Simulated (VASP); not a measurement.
Consider the following.

```yaml
crystal:
  lattice:
    - [-3.02768, 3.02768, 2.44013]
    - [3.02768, -3.02768, 2.44013]
    - [3.02768, 3.02768, -2.44013]
  atoms:
    - { symbol: Al, position: [0.65821, 0.15821, 0.81641] }
    - { symbol: Al, position: [0.15821, 0.34179, 0.50000] }
    - { symbol: Al, position: [0.84179, 0.65821, 0.50000] }
    - { symbol: Al, position: [0.34179, 0.84179, 0.18359] }
    - { symbol: Cu, position: [0.75000, 0.75000, 0.00000] }
    - { symbol: Cu, position: [0.25000, 0.25000, 0.00000] }
```

Calculation: PBE GGA, VASP's PBE PAW potentials (set 64) (plane waves; VASP 6.6.1). Numerical set-up: 400 eV cut-off, 9×9×9 Γ-centred mesh, tetrahedra with Blöchl corrections, potentials Al Cu.

The cores are frozen, which limits the accuracy of field gradients.

Task: Give the principal components of the electric field gradient (V/Å²) and the asymmetry η at each nucleus.

Result: 
```tsv
atom	Vxx	Vyy	Vzz	η
Al1	6.5	1.9	-8.4	0.55
Al2	6.5	1.9	-8.4	0.55
Al3	6.5	1.9	-8.4	0.55
Al4	6.5	1.9	-8.4	0.55
Cu5	13.5	13.5	-27.0	0.00
Cu6	13.5	13.5	-27.0	0.00
```

The compound is Al2Cu in the sg140 structure. It was relaxed first.
